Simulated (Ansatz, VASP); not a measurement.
**One calculation of BeB3P2, two programs**

```
CELL_PARAMETERS angstrom
3.11092 1.79609 2.39985
-3.11092 1.79609 2.39985
0.00000 -3.59218 2.39985
ATOMIC_POSITIONS crystal
Be 0.50000 0.50000 0.50000
B 0.00000 0.50000 0.00000
B 0.50000 0.00000 0.00000
B 0.00000 0.00000 0.50000
P 0.78394 0.78394 0.78394
P 0.21606 0.21606 0.21606
```

Alike in both runs: task relaxation of cell and atoms; functional PBE; k mesh 6 × 6 × 6; occupations gaussian, width 0.1 eV; no spin polarisation.

|  | VASP | Ansatz |
| --- | --- | --- |
| version | VASP 6.6.1 | Ansatz 0.2.0 |
| potentials or method | VASP PAW PBE potentials, release 64 (Be, B, P) | scalar-relativistic, plane waves, PAW |
| plane-wave cutoff (eV) | 600 | 420 |
| valence electrons in the cell | 21 | 21 |

|  | VASP | Ansatz | Ansatz less VASP |
| --- | --- | --- | --- |
| gap on the k mesh at the Fermi level, each at its own relaxed structure (eV) | none | none | - |
| relaxed volume (Å³/atom) | 13.36 | 13.39 | +0.031 |
| relaxed cell length with the largest relative difference (Å) | 4.314 | 4.318 | +0.0036 |

A gap of «none» marks a metal or a gap that the smearing closes.
